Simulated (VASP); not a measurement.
Input:

```yaml
crystal:
  lattice:
    - [0.00000, 2.88343, 2.88343]
    - [2.88343, 0.00000, 2.88343]
    - [2.88343, 2.88343, 0.00000]
  atoms:
    - { symbol: Mg, position: [0.00000, 0.00000, 0.00000] }
    - { symbol: Se, position: [0.25000, 0.25000, 0.25000] }
```

The numbers are results of PBEsol GGA, VASP's PBE PAW potentials (set 64) (plane waves; VASP), not measurements. Numerical set-up: 500 eV cut-off, 8×8×8 Γ-centred mesh, Gaussian smearing of 0.050 eV, potentials Mg Se.

What does the run give for the energy per atom (σ→0), pressure, band gap (on the k-mesh) with the smallest direct gap where there is one?

```yaml
band gap (on the k-mesh): 2.91 eV
smallest direct gap (on the k-mesh): 2.91 eV
energy per atom (σ→0): -3971 meV/atom
pressure: 5.01 GPa
```

The absolute energy has meaning only against runs of the same code, potentials and settings.

The structure was generated: MgSe was put into the zinc blende type (F-43m), which need not be its known phase. It was relaxed first under an external pressure of 5 GPa.
